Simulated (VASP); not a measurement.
## NaP2: single point with PBE

The system is NaP2.

```xyz
3
Lattice="4.1106 0.0000 0.0000 -2.0553 3.5599 0.0000 0.0000 0.0000 4.3893" Properties=species:S:1:pos:R:3 pbc="T T T"
Na    0.0000    0.0000    0.0000
P     0.0000    2.3733    2.1946
P     2.0553    1.1866    2.1946
```

The cell was built by a generator and needn't be a form met in nature.

```
Program             : VASP 6.6.1
Task                : single point
Functional          : PBE
Potentials or basis : VASP PAW PBE potentials, release 64 (Na_pv, P)
Cutoff              : 520 eV
k mesh              : 8 × 8 × 6
Occupations         : fermi-dirac, width 0.05 eV
Spin                : no spin polarisation
```

- Pressure: -0.5 GPa
- Band gap on the k mesh: none (metal or under the smearing width)

Stress tensor (GPa, compression positive):
```
-0.98  0.00  0.00
 0.00 -0.98  0.00
 0.00  0.00  0.41
```

Levels at points of the mesh, in eV from the Fermi level:
```csv
k point,band 6,band 7,band 8,band 9,band 10,band 11
"(0.00, 0.00, 0.00)",-4.24,-4.24,-3.74,0.30,0.30,0.93
"(0.50, 0.00, 0.00)",-5.27,-2.47,-2.24,-0.61,3.14,3.99
"(0.50, 0.50, 0.00)",-5.27,-2.47,-2.24,-0.61,3.14,3.99
"(0.00, 0.00, 0.50)",-4.93,-4.15,-4.15,0.39,0.39,1.79
"(0.50, 0.00, 0.50)",-5.19,-3.51,-2.20,-2.03,4.39,4.57
"(0.50, 0.50, 0.50)",-5.19,-3.51,-2.20,-2.03,4.39,4.57
```

Run time: 27 s on 1 thread of Intel(R) Xeon(R) 6975P-C (Granite Rapids) (shared host), peak memory 0.22 GiB.
